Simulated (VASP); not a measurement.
W:

```
W
1.0
    -1.58234    1.58234    1.58234
     1.58234   -1.58234    1.58234
     1.58234    1.58234   -1.58234
W
1
Direct
  0.00000 0.00000 0.00000
```

* Program: VASP 6.6.1
* Task: relaxation of cell and atoms
* Functional: PBE
* Potentials or basis: VASP PAW PBE potentials, release 64 (W_sv)
* Cutoff: 520 eV
* k mesh: 26 × 26 × 26
* Occupations: gaussian, width 0.1 eV
* Spin: no spin polarisation

At the start: pressure 6.2 GPa; volume 15.85 Å³/atom.

Task: Where does the relaxation end?

Result: Over 4 steps the energy falls by 5.9 meV/atom and the volume is 16.16 Å³/atom (+2.0 %); space group Im-3m (No. 229, to 0.05 Å).

Step by step:
| step | energy change (eV) | largest force (eV/Å) | pressure (GPa) | volume (Å³) |
| --- | --- | --- | --- | --- |
| 1 | 0.0000 | 0.0000 | 6.17 | 15.85 |
| 2 | 0.0608 | 0.0000 | -17.84 | 17.29 |
| 3 | -0.0059 | 0.0000 | -0.17 | 16.17 |
| 4 | -0.0059 | 0.0000 | -0.01 | 16.16 |

Final structure:
```xyz
1
Lattice="-1.5927 1.5927 1.5927 1.5927 -1.5927 1.5927 1.5927 1.5927 -1.5927" Properties=species:S:1:pos:R:3 pbc="T T T"
W     0.0000    0.0000    0.0000
```
